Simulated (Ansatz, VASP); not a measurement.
# ZrCu in two plane-wave programs, part 2 of 2

One calculation is typed for both programs; each brings its own data sets. How far apart do they land? The cell is taken from a series of runs on this material, whose earlier steps may have relaxed, scaled, displaced or heated it; both programs get it as it stands.

VASP 6.6.1 and Ansatz 0.2.0.

So far: The starting structure; Ansatz: single point, PBE.

## 3. VASP: single point, PBE

Level of this step: PBE; plane waves and PAW (Cu, Zr_sv) (VASP).

The same cell, functional, mesh and smearing now go to VASP, with its own data sets.

Lines of VASP's logs that name or quote its potential files are left out, and so is its time.

Input file INCAR:

```
SYSTEM = ZrCu
PREC = Accurate
ENCUT = 600
EDIFF = 1E-06
NELM = 120
ISMEAR = -1
SIGMA = 0.05
LREAL = .FALSE.
ALGO = Normal
GGA = PE
NBANDS = 200
LASPH = .TRUE.
LORBIT = 11
LWAVE = .FALSE.
LCHARG = .FALSE.
ISIF = 2
GGA_COMPAT = .FALSE.
KPAR = 4
```

Input file POSCAR:

```
ZrCu
1.0
    8.1202287691      0.0000000000      0.0000000000
    0.0000000000      8.1202287691      0.0000000000
    0.0000000000      0.0000000000      8.1202287691
Cu Zr
15 15
Direct
    0.8978155528      0.4160396182      0.7490010409
    0.2825588539      0.7056680309      0.1893451216
    0.0999151598      0.2121615603      0.8490269147
    0.5974426169      0.9079975529      0.4574154131
    0.4137943884      0.0624254561      0.0002606057
    0.4017827214      0.6952264733      0.5385811640
    0.2927752640      0.4516931126      0.7307608469
    0.1143958598      0.2395384470      0.5467040857
    0.9763573494      0.1378420782      0.3009679392
    0.7547094518      0.6606143552      0.9853367494
    0.5899632839      0.4316520327      0.6001760478
    0.1270444894      0.9765443469      0.0507048718
    0.5643562669      0.8616545993      0.1567406673
    0.8365710321      0.4106779746      0.4355602780
    0.3668325303      0.3499623072      0.4298809088
    0.8015590978      0.0055600636      0.9517480840
    0.1138741241      0.5680166515      0.4557425293
    0.2737155783      0.9837139182      0.3586092207
    0.1234628563      0.8946866648      0.6908305936
    0.5945757110      0.3598071063      0.9173203840
    0.5849077823      0.5621634251      0.2664028842
    0.2661399466      0.3433578718      0.1159036010
    0.8015843666      0.1237637802      0.6010220110
    0.6065788041      0.1831566343      0.2546886221
    0.7875112185      0.7134243403      0.6396952953
    0.9037280783      0.3776292709      0.1066998211
    0.0873395891      0.6444156161      0.9369842557
    0.4171262046      0.1235607427      0.6820349415
    0.4505524318      0.7414813354      0.8621746649
    0.8974222903      0.8210212793      0.2792663725
```

Input file KPOINTS:

```
Automatic mesh
0
Gamma
2 2 2
0 0 0
```

PAW data sets: Cu and Zr_sv (PBE family, release 64).

Command:

```console
mpirun -np 4 vasp_std
```

Numbers of over 12 decimals in the logs are rounded to 6 here.

Output:

```text
[banner, memory and clock lines left out]
running    4 mpi-ranks, on    1 nodes
 distrk:  each k-point on    1 cores,    4 groups
 distr:  one band on    1 cores,    1 groups

 POSCAR found type information on POSCAR CuZr
 POSCAR found :  2 types and      30 ions
|                                                                             |
|               ----> ADVICE to this user running VASP <----                  |
|                                                                             |
|     You have a (more or less) 'large supercell' and for larger cells it     |
|     might be more efficient to use real-space projection operators.         |
|     Therefore, try LREAL= Auto in the INCAR file.                           |
|     Mind: For very accurate calculation, you might also keep the            |
|     reciprocal projection scheme (i.e. LREAL=.FALSE.).                      |
|                                                                             |

 LDA part: xc-table for (Slater+PW92), standard interpolation
 POSCAR, INCAR and KPOINTS ok, starting setup
 FFT: planning ... GRIDC
 FFT: planning ... GRID_SOFT
 FFT: planning ... GRID
 WAVECAR not read
 entering main loop
       N       E                     dE             d eps       ncg     rms          rms(c)
DAV:   1     0.588952689770E+04    0.58895E+04   -0.15814E+05  3200   0.256E+03
DAV:   2     0.109976871019E+04   -0.47898E+04   -0.46334E+04  3592   0.730E+02
DAV:   3     0.122092000104E+02   -0.10876E+04   -0.10366E+04  3392   0.341E+02
DAV:   4    -0.171753930943E+03   -0.18396E+03   -0.16714E+03  5360   0.135E+02
DAV:   5    -0.210287953083E+03   -0.38534E+02   -0.37336E+02  6024   0.559E+01    0.679E+01
DAV:   6    -0.239300553503E+03   -0.29013E+02   -0.78395E+02  4632   0.248E+02    0.421E+01
DAV:   7    -0.184464309013E+03    0.54836E+02   -0.24436E+02  4632   0.919E+01    0.155E+01
DAV:   8    -0.187848280821E+03   -0.33840E+01   -0.79079E+01  5112   0.555E+01    0.190E+01
DAV:   9    -0.186624042071E+03    0.12242E+01   -0.27112E+01  5216   0.529E+01    0.134E+01
DAV:  10    -0.184727158722E+03    0.18969E+01   -0.93631E+00  5096   0.324E+01    0.505E+00
DAV:  11    -0.184979740345E+03   -0.25258E+00   -0.47153E+00  4864   0.140E+01    0.379E+00
DAV:  12    -0.185010917233E+03   -0.31177E-01   -0.11001E+00  5080   0.131E+01    0.271E+00
DAV:  13    -0.184906676467E+03    0.10424E+00   -0.83162E-01  4856   0.912E+00    0.961E-01
DAV:  14    -0.184907438537E+03   -0.76207E-03   -0.15049E-01  5352   0.304E+00    0.376E-01
DAV:  15    -0.184907550038E+03   -0.11150E-03   -0.25849E-02  4680   0.171E+00    0.224E-01
DAV:  16    -0.184907745913E+03   -0.19587E-03   -0.72853E-03  5040   0.804E-01    0.144E-01
DAV:  17    -0.184907861084E+03   -0.11517E-03   -0.22200E-03  5008   0.396E-01    0.917E-02
DAV:  18    -0.184907855107E+03    0.59771E-05   -0.75932E-04  4296   0.308E-01    0.396E-02
DAV:  19    -0.184907872662E+03   -0.17555E-04   -0.25544E-04  5424   0.163E-01    0.288E-02
DAV:  20    -0.184907873312E+03   -0.64999E-06   -0.96127E-05  4608   0.111E-01    0.166E-02
DAV:  21    -0.184907876540E+03   -0.32278E-05   -0.37178E-05  4200   0.551E-02    0.609E-03
DAV:  22    -0.184907877768E+03   -0.12284E-05   -0.91728E-06  3512   0.248E-02    0.478E-03
DAV:  23    -0.184907878173E+03   -0.40460E-06   -0.20634E-06  2136   0.186E-02
   1 F= -.18490788E+03 E0= -.18480474E+03  d E =-.206279E+00
```

Parts of OUTCAR (step 3):

```text
ion  position               nearest neighbor table
   1  0.898  0.416  0.749-   3 2.47  14 2.59  25 2.72  23 2.77  11 2.78  27 2.85  20 2.85  26 2.92
                            17 3.20
   2  0.283  0.706  0.189-  13 2.63  27 2.64  18 2.64  12 2.77  21 2.79  17 2.79  29 3.00  22 3.00
                            30 3.35
   3  0.100  0.212  0.849-   8 2.47   1 2.47  12 2.53   7 2.68  22 2.77  19 2.89  26 2.95  28 3.00
                            16 3.06  23 3.23
   4  0.597  0.908  0.457-   6 2.44  13 2.48  25 2.66  23 2.68  24 2.78  18 2.82  30 2.92  28 2.92
                            21 3.21
   5  0.414  0.062  0.000-  13 2.40  12 2.46  28 2.63  22 2.74  24 2.77  29 2.85  20 2.91  18 3.19
                            16 3.21
   6  0.402  0.695  0.539-   4 2.44  17 2.64   7 2.67  11 2.68  29 2.68  21 2.87  18 2.95  19 3.04
                            25 3.24
   7  0.293  0.452  0.731-  11 2.64  15 2.65   6 2.67   3 2.68   8 2.70  17 2.83  27 2.83  28 2.88
                            29 2.88  20 2.98  22 3.26
   8  0.114  0.240  0.547-  15 2.43   9 2.43   3 2.47   7 2.70  23 2.74  17 2.77  28 2.85  18 2.88
                            19 3.04
   9  0.976  0.138  0.301-   8 2.43  26 2.57  30 2.66  12 2.71  14 2.72  18 2.76  23 2.82  24 3.05
                            22 3.25
  10  0.755  0.661  0.985-  13 2.64  27 2.73  29 2.74  26 2.78  21 2.78  20 2.82  16 2.84  25 2.85
                            30 2.96
  11  0.590  0.432  0.600-  15 2.37  14 2.41  20 2.64   7 2.64   6 2.68   1 2.78  25 2.81  21 2.91
                            28 2.94  23 3.03
  12  0.127  0.977  0.051-   5 2.46   3 2.53   9 2.71  18 2.77  16 2.77   2 2.77  27 2.87  30 2.92
                            19 3.00  22 3.23
  13  0.564  0.862  0.157-   5 2.40   4 2.48  21 2.60   2 2.63  10 2.64  29 2.74  24 2.75  16 2.80
                            30 2.90  18 3.04
  14  0.837  0.411  0.436-  11 2.41   1 2.59  17 2.59  23 2.70   9 2.72  26 2.74  21 2.75  25 2.99
                            24 3.01
  15  0.367  0.350  0.430-  11 2.37   8 2.43   7 2.65  22 2.68  17 2.72  24 2.77  28 2.78  21 2.80
                            18 3.12
  16  0.802  0.006  0.952-  12 2.77  13 2.80  10 2.84  23 3.01   3 3.06  30 3.15   5 3.21  24 3.26
                            20 3.34  26 3.38  25 3.47  19 3.48  29 3.64  27 3.74
  17  0.114  0.568  0.456-  14 2.59   6 2.64  15 2.72   8 2.77   2 2.79   7 2.83  30 3.06   1 3.20
                            25 3.26  19 3.27  22 3.53  26 3.65  18 3.70
  18  0.274  0.984  0.359-   2 2.64   9 2.76  12 2.77   4 2.82   8 2.88   6 2.95  13 3.04  19 3.05
                            28 3.09  15 3.12   5 3.19  24 3.26  30 3.39  22 3.52  17 3.70
  19  0.123  0.895  0.691-  27 2.87   3 2.89  12 3.00  28 3.02   8 3.04   6 3.04  18 3.05  25 3.13
                            29 3.25  17 3.27  23 3.29  16 3.48  30 3.86
  20  0.595  0.360  0.917-  11 2.64  10 2.82   1 2.85   5 2.91  26 2.95   7 2.98  28 3.07  24 3.09
                            22 3.12  21 3.28  29 3.34  16 3.34  23 3.62
  21  0.585  0.562  0.266-  13 2.60  14 2.75  10 2.78   2 2.79  15 2.80   6 2.87  11 2.91  24 3.08
                             4 3.21  26 3.26  20 3.28  30 3.30  22 3.37  25 3.66  29 3.75
  22  0.266  0.343  0.116-  15 2.68   5 2.74   3 2.77  26 2.96   2 3.00  20 3.12  27 3.19  12 3.23
                             9 3.25   7 3.26  24 3.26  21 3.37  18 3.52  17 3.53
  23  0.802  0.124  0.601-   4 2.68  14 2.70   8 2.74   1 2.77   9 2.82  16 3.01  11 3.03  28 3.19
                             3 3.23  24 3.26  19 3.29  25 3.35  20 3.62  30 3.67
  24  0.607  0.183  0.255-  13 2.75  15 2.77   5 2.77   4 2.78  14 3.01   9 3.05  21 3.08  20 3.09
                            26 3.12  22 3.26  16 3.26  18 3.26  23 3.26  30 3.78  28 3.83
  25  0.788  0.713  0.640-   4 2.66   1 2.72  11 2.81  10 2.85  14 2.99  19 3.13  30 3.18   6 3.24
                            17 3.26  29 3.29  23 3.35  16 3.47  27 3.47  21 3.66
  26  0.904  0.378  0.107-   9 2.57  14 2.74  10 2.78   1 2.92  20 2.95   3 2.95  22 2.96  27 2.97
                            24 3.12  21 3.26  16 3.38  17 3.65  30 3.86
  27  0.087  0.644  0.937-   2 2.64  10 2.73   7 2.83   1 2.85  19 2.87  12 2.87  26 2.97  29 3.11
                            22 3.19  25 3.47  30 3.49  16 3.74
  28  0.417  0.124  0.682-   5 2.63  15 2.78   8 2.85   7 2.88   4 2.92  11 2.94   3 3.00  19 3.02
[...]
30  0.897  0.821  0.279-   9 2.66  13 2.90  12 2.92   4 2.92  10 2.96  17 3.06  16 3.15  25 3.18
                            21 3.30   2 3.35  18 3.39  27 3.49  23 3.67  24 3.78  19 3.86  26 3.86

  LATTYP: Found a simple cubic cell.
 ALAT       =     8.1202287691

 Subroutine GETGRP returns: Found  1 space group operations
 (whereof  1 operations were pure point group operations)

The static configuration has the point symmetry C_1 .

 Found      8 irreducible k-points:

   k-points           NKPTS =      8   k-points in BZ     NKDIM =      8   number of bands    NBANDS=    200

   dimension x,y,z NGX =    70 NGY =   70 NGZ =   70
   dimension x,y,z NGXF=   140 NGYF=  140 NGZF=  140

   ENCUT  =  600.0 eV  44.10 Ry    6.64 a.u.  16.22 16.22 16.22*2*pi/ulx,y,z

   NELECT =     345.0000    total number of electrons

 k-points in reciprocal lattice and weights: Automatic mesh
   0.00000000  0.00000000  0.00000000       0.125
   0.50000000  0.00000000  0.00000000       0.125
   0.00000000  0.50000000  0.00000000       0.125
   0.00000000  0.00000000  0.50000000       0.125
   0.50000000  0.50000000  0.00000000       0.125
   0.00000000  0.50000000  0.50000000       0.125
   0.50000000  0.00000000  0.50000000       0.125
   0.50000000  0.50000000  0.50000000       0.125

 average (electrostatic) potential at core
       1 -63.2473       2 -63.3753       3 -63.1370       4 -63.4457       5 -63.4461
       6 -63.3543       7 -63.2357       8 -63.3556       9 -63.5158      10 -63.4888
      11 -63.3913      12 -63.1934      13 -63.6004      14 -63.5476      15 -63.5137
      16 -75.5388      17 -75.5582      18 -75.5615      19 -75.1688      20 -75.2379
      21 -75.4753      22 -75.5183      23 -75.4313      24 -75.3259      25 -75.4709
      26 -75.1485      27 -75.2158      28 -75.4497      29 -75.6590      30 -75.5489

 E-fermi :   8.2654

 k-point     1 :       0.0000    0.0000    0.0000
  band No.  band energies     occupation
    ...
    170       8.0819      1.95031
    171       8.1133      1.90886
    172       8.1627      1.77295
    173       8.2240      1.39174
    174       8.3085      0.59424
    175       8.4034      0.11914
    176       8.5156      0.01334
    177       8.5617      0.00532
    178       8.6080      0.00211
    179       8.6602      0.00074
    ...

 k-point     2 :       0.5000    0.0000    0.0000
  band No.  band energies     occupation
    ...
    170       8.0460      1.97545
    171       8.1352      1.86242
    172       8.2166      1.45294
    173       8.2793      0.86204
    174       8.3068      0.60872
    175       8.3479      0.32235
    176       8.5420      0.00788
    177       8.5548      0.00611
    178       8.6592      0.00076
    179       8.7665      0.00009
    ...

 k-point     3 :       0.0000    0.5000    0.0000
  band No.  band energies     occupation
    ...
    169       7.9682      1.99478
    170       8.0227      1.98453
    171       8.0815      1.95075
    172       8.1742      1.72236
    173       8.2720      0.93471
    174       8.3515      0.30340
    175       8.4161      0.09365
    176       8.4681      0.03415
    177       8.5720      0.00433
    178       8.6108      0.00200
    ...

  Total        2.5296766     -4.7721275      0.0220950      5.5579118     -6.5694241      3.1353381
  in kB        7.5695627    -14.2796588      0.0661150     16.6309647    -19.6577175      9.3818863
  external PRESSURE =      -2.2146603 kB  Pullay stress =       0.0000000 kB

  energy-cutoff  :      600.00
  volume of cell :      535.43
      direct lattice vectors                 reciprocal lattice vectors
     8.120228769  0.000000000  0.000000000     0.123149240  0.000000000  0.000000000
     0.000000000  8.120228769  0.000000000     0.000000000  0.123149240  0.000000000
     0.000000000  0.000000000  8.120228769     0.000000000  0.000000000  0.123149240

 POSITION                                       TOTAL-FORCE (eV/Angst)
 -----------------------------------------------------------------------------------
      7.29047      3.37834      6.08206         0.006684     -0.000866      0.013772
      2.29444      5.73019      1.53753        -0.002237     -0.020193      0.017983
      0.81133      1.72280      6.89429        -0.005824     -0.000314      0.004642
      4.85137      7.37315      3.71432        -0.007599      0.009554      0.000695
      3.36011      0.50691      0.00212         0.002558      0.019009     -0.001506
      3.26257      5.64540      4.37340        -0.005259      0.009667     -0.008911
      2.37740      3.66785      5.93395        -0.011079      0.007656      0.020631
      0.92892      1.94511      4.43936        -0.001310     -0.003172     -0.006325
      7.92825      1.11931      2.44393        -0.006703     -0.010831     -0.008002
      6.12841      5.36434      8.00116         0.009486      0.001083     -0.001485
      4.79064      3.50511      4.87357         0.001584      0.007800      0.002856
      1.03163      7.92976      0.41174         0.004772     -0.010675     -0.003601
      4.58270      6.99683      1.27277         0.002936      0.000490     -0.003185
      6.79315      3.33480      3.53685        -0.010280      0.002895     -0.013788
      2.97876      2.84177      3.49073        -0.009851      0.000632     -0.014289
      6.50884      0.04515      7.72841        -0.013572      0.016576     -0.022435
      0.92468      4.61243      3.70073        -0.021303      0.014844     -0.011547
      2.22263      7.98798      2.91199        -0.006534      0.002907      0.006984
      1.00255      7.26506      5.60970        -0.014472     -0.027419     -0.013912
      4.82809      2.92172      7.44885        -0.010071     -0.020744      0.018310
      4.74959      4.56490      2.16325         0.021842     -0.017657     -0.011828
      2.16112      2.78814      0.94116        -0.005384     -0.003329     -0.003139
      6.50905      1.00499      4.88044        -0.007868     -0.021949      0.015073
      4.92556      1.48727      2.06813        -0.006605      0.014151     -0.014417
      6.39477      5.79317      5.19447         0.022208      0.021127     -0.004509
      7.33848      3.06644      0.86643         0.009894      0.017975      0.004333
      0.70922      5.23280      7.60853         0.025335      0.006932     -0.005271
      3.38716      1.00334      5.53828         0.013916     -0.004252      0.014266
      3.65859      6.02100      7.00106         0.000445      0.010888     -0.002194
      7.28727      6.66688      2.26771         0.024292     -0.022785      0.030801
 -----------------------------------------------------------------------------------
    total drift:                                0.001314      0.000339     -0.000951

  FREE ENERGIE OF THE ION-ELECTRON SYSTEM (eV)
  ---------------------------------------------------
  free  energy   TOTEN  =      -184.9078781730 eV

  energy  without entropy=     -184.7015989050  energy(sigma->0) =     -184.80473854

 total charge
# of ion       s       p       d       tot
------------------------------------------
    1        0.505   0.363   9.115   9.982
    2        0.539   0.365   9.099  10.003
    3        0.484   0.364   9.121   9.968
    4        0.555   0.416   9.092  10.062
    5        0.536   0.403   9.096  10.035
    6        0.509   0.361   9.117   9.986
    7        0.487   0.348   9.114   9.950
    8        0.509   0.403   9.120  10.032
    9        0.537   0.382   9.107  10.026
   10        0.551   0.433   9.070  10.055
   11        0.509   0.395   9.118  10.023
   12        0.493   0.364   9.112   9.969
   13        0.560   0.425   9.103  10.088
   14        0.546   0.426   9.096  10.069
   15        0.559   0.414   9.110  10.084
   16        2.197   5.964   1.548   9.709
   17        2.208   5.972   1.587   9.767
   18        2.206   5.970   1.584   9.761
   19        2.216   5.953   1.665   9.833
   20        2.221   5.968   1.637   9.826
   21        2.205   5.978   1.580   9.764
   22        2.207   5.962   1.595   9.765
   23        2.213   5.969   1.600   9.782
   24        2.213   5.980   1.592   9.785
   25        2.208   5.974   1.552   9.734
   26        2.230   5.961   1.703   9.893
   27        2.221   5.954   1.689   9.864
   28        2.214   5.963   1.620   9.797
   29        2.201   5.965   1.555   9.721
   30        2.198   5.966   1.553   9.717
--------------------------------------------------
tot         41.039  95.361 160.649 297.048

[... 3 further parts left out ...]
```

The run ends at a pressure of -0.22 GPa, with forces up to 0.045 eV/Å.

## 4. Comparison

Known differences besides the potentials themselves: the data sets hold 465 valence electrons in Ansatz (on its PAW soft_1 files) and 345 in VASP; the cutoff is 420 eV in Ansatz and 600 eV in VASP. Total energies have different zeros and are not compared.

The two programs side by side:

```csv
quantity,Ansatz,VASP,difference
pressure (GPa),-0.43,-0.22,-0.21
```

At this near-relaxed geometry the largest component of a force difference is 27 meV/Å.

## 5. What came out

* difference in pressure (single point, PBE): -0.21 GPa
* r.m.s. force difference (single point, PBE): 10 meV/Å

What this shows: The r.m.s. force difference is 10 meV/Å (single point, PBE), within the 12 meV/Å picked in this series as the mark of a large difference. The data sets hold unlike numbers of valence electrons (465 in Ansatz and 345 in VASP), so part of the differences comes from the potentials. How closely two codes agree says nothing of how well the functional describes the real material.

[Lines on the potential files, build, host, timing and source positions are cut from VASP's logs without a mark.]

[Logs are printed without paths, hosts, clocks, repeated set-up lines and the standing remarks that a program may print on its own settings, such as how far it seeks lower states.]

[Hosts, paths, dates, database ids (printed as entryN), source tags and the programs' standing remarks are cut or masked in the printed files.]
